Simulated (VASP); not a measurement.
OSZICAR of a VASP run on KI (atoms displaced from the space group 225 structure):

File OSZICAR:
```
       N       E                     dE             d eps       ncg     rms          rms(c)
DAV:   1     0.680693432901E+02    0.68069E+02   -0.49168E+03  2696   0.740E+02
DAV:   2    -0.161777381227E+01   -0.69687E+02   -0.66349E+02  3420   0.197E+02
DAV:   3    -0.546935358320E+01   -0.38516E+01   -0.38400E+01  3540   0.445E+01
DAV:   4    -0.563965285244E+01   -0.17030E+00   -0.17020E+00  4600   0.891E+00
DAV:   5    -0.564082930674E+01   -0.11765E-02   -0.11764E-02  3528   0.752E-01    0.318E+00
DAV:   6    -0.555665322269E+01    0.84176E-01   -0.12300E-01  3244   0.218E+00    0.227E+00
DAV:   7    -0.555239008704E+01    0.42631E-02   -0.13631E-01  3408   0.205E+00    0.796E-01
DAV:   8    -0.555760658188E+01   -0.52165E-02   -0.14563E-02  3488   0.834E-01    0.997E-02
DAV:   9    -0.555812230116E+01   -0.51572E-03   -0.94139E-04  3476   0.200E-01    0.746E-02
DAV:  10    -0.555833272960E+01   -0.21043E-03   -0.19995E-04  3228   0.924E-02    0.194E-02
DAV:  11    -0.555835564320E+01   -0.22914E-04   -0.40412E-05  3396   0.382E-02    0.118E-02
DAV:  12    -0.555835664879E+01   -0.10056E-05   -0.43299E-06  3340   0.169E-02    0.105E-02
DAV:  13    -0.555835700095E+01   -0.35216E-06   -0.90975E-07  2496   0.643E-03
   1 F= -.55583570E+01 E0= -.55583570E+01  d E =-.209445E-76
```

Problem. Which electronic solver shows in the log?

Solution. It is blocked Davidson (ALGO = Normal, or the opening steps of other solvers). The INCAR had ALGO = Normal.

Problem. Can the final energy be trusted as converged?

Solution. The calculation finished and met its thresholds. It stopped with EDIFF = 1E-6, NELM = 100 (PBE GGA, plane waves, VASP's PBE PAW potentials (set 64)).

The structure comes from a computed database's KI entry; how it stands against other phases isn't given here. The cell was not relaxed at this level, atoms are displaced from their ideal sites. The run is one of a series of settings (GGA = PE, KPOINTS 6×6×6 Γ-centred mesh against the base run), some of them coarse on purpose.
